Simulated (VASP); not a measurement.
Here is the system:

```
CELL_PARAMETERS angstrom
      0.00000     2.17832     2.17832
      2.17832     0.00000     2.17832
      2.17832     2.17832     0.00000
ATOMIC_POSITIONS crystal
  Al 0.00000 0.00000 0.00000
  N  0.25000 0.25000 0.25000
```

Computed with PBE0 hybrid, VASP's PBE PAW potentials (set 64) (plane waves; VASP). Run with 520 eV cut-off, 8×8×8 Γ-centred mesh, Gaussian smearing of 0.050 eV, potentials Al N.

Task: What does the run give for the energy per atom (σ→0), pressure, band gap (on the k-mesh) with the smallest direct gap where there is one?

Result: 
| Item | Result |
|---|---|
| band gap (on the k-mesh) | 5.29 eV |
| smallest direct gap (on the k-mesh) | 6.35 eV |
| energy per atom (σ→0) | -9.156 eV/atom |
| pressure | 1.13 GPa |

The absolute energy has meaning only against runs of the same code, potentials and settings.

The compound is AlN in the zinc blende structure, a metastable form; wurtzite is the usual one. This cell is one point of a volume scan, at 0.97 of the reference volume. The cell's shape comes from a PBE relaxation.
